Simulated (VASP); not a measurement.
Wanted: the native input for a VASP 6.6.1 run.

```yaml
Task: single point
Functional: PBE
Dispersion: D3(BJ)
Potentials_or_basis: VASP PAW PBE potentials, release 64 (O, H, Ag, F)
Cutoff: 520 eV
k_mesh: 1 × 1 × 1
Occupations: fermi-dirac, width 0.02 eV
Spin: no spin polarisation
Dipole_correction: no
Further_INCAR_settings: LREAL = Auto; ALGO = Normal; EDIFF = 1e-06; NBANDS = 60
```

The structure of AgH16O8F lies in POSCAR:

```
AgH16O8F
1.0
    6.5731380000      0.0000000000      0.0000000000
    0.0000000000      6.5731380000      0.0000000000
    0.0000000000      0.0000000000      6.5731380000
O H Ag F
8 16 1 1
Direct
    0.3734137333      0.5129969887      0.9669202138
    0.3151006414      0.9727621723      0.5847283291
    0.7532018954      0.2317766644      0.3157091788
   -0.0264105211      0.4518846250      0.7576442180
    0.7421721558      0.6348413802      0.1137964850
    0.0775732991      0.8515719585      0.0023276554
    0.1404808480      0.2853888052      0.3965229393
    0.6932913929      0.7849523317      0.4725596815
    0.4172284227      0.4691670858      0.8291625704
    0.2457578100      0.5942062984      0.9622953299
    0.2746937612      1.1067012438      0.5054967658
    0.4109148477      0.9159856373      0.4835437808
    0.6643858687      0.3044816646      0.4160265614
    0.7587700121      0.0964531705      0.3910765300
   -0.1529254368      0.4131512224      0.6790059786
    0.0989938139      0.3939366555      0.6979771306
    0.8132645321      0.5004002654      0.1207338109
    0.6010675571      0.6042775916      0.0633487385
    0.1040446739      0.9928743319      0.0420195042
   -0.0458380761      0.8022195791      0.0646875206
    0.1890725556      0.3886119537      0.2938170475
   -0.0145896830      0.2792577913      0.3720597377
    0.6403790701      0.6597153445      0.5633382412
    0.7146662675      0.7204625858      0.3343152084
    1.0106284091      0.7890599589      0.6173155044
    0.6135729997      0.4356975314      0.6216361196
```

The cell was built by a generator and needn't be a form met in nature.

These files were run (other wordings do the same):

INCAR

```
  ALGO = Normal
  EDIFF = 1E-6
  ENCUT = 520
  GGA = PE
  ISIF = 2
  ISMEAR = -1
  IVDW = 12
  LASPH = T
  LCHARG = F
  LREAL = Auto
  LWAVE = F
  NBANDS = 60
  NELM = 60
  PREC = Accurate
  SIGMA = 0.02
```

KPOINTS

```
k-points
0
Gamma
  1 1 1
```

Potentials or basis: VASP PAW PBE potentials, release 64 (O, H, Ag, F).

Command:

```bash
$ cat potpaw_PBE.64/O/POTCAR potpaw_PBE.64/H/POTCAR potpaw_PBE.64/Ag/POTCAR potpaw_PBE.64/F/POTCAR > POTCAR
$ mpirun -np 1 vasp_gam > vasp.out
```

Results of the run:

The pressure is -2.2 GPa and the largest force is 2.193 eV/Å. The band gap on the k mesh is 2.91 eV, direct. The dispersion energy per atom is -0.044 eV.

Run time: 45 s on 1 thread of Intel(R) Xeon(R) Platinum 8488C (Sapphire Rapids), on a shared host, peak memory 0.34 GiB.
